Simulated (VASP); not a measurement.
```yaml
crystal:
  lattice:
    - [1.88500, -3.26492, 0.00000]
    - [1.88500, 3.26492, 0.00000]
    - [0.00000, 0.00000, 6.14000]
  atoms:
    - { symbol: Zr, position: [0.00000, 0.00000, 0.00000] }
    - { symbol: Se, position: [0.33333, 0.66667, 0.25500] }
    - { symbol: Se, position: [0.66667, 0.33333, 0.74500] }
```

Method: PBE GGA, VASP's PBE PAW potentials (set 64) (plane waves; VASP). Settings: 400 eV cut-off, 7×7×4 Γ-centred mesh, Gaussian smearing of 0.050 eV, potentials Zr_sv Se.

### Question
What does the run give for the energy per atom (σ→0), pressure?

### Answer

```
Item                               Result
---------------------  ------------------
energy per atom (σ→0)  -628.8 kJ/mol-atom
pressure                         2.56 GPa
```

The compound is ZrSe2 in the 1T layered structure. The cell was not relaxed at this level.
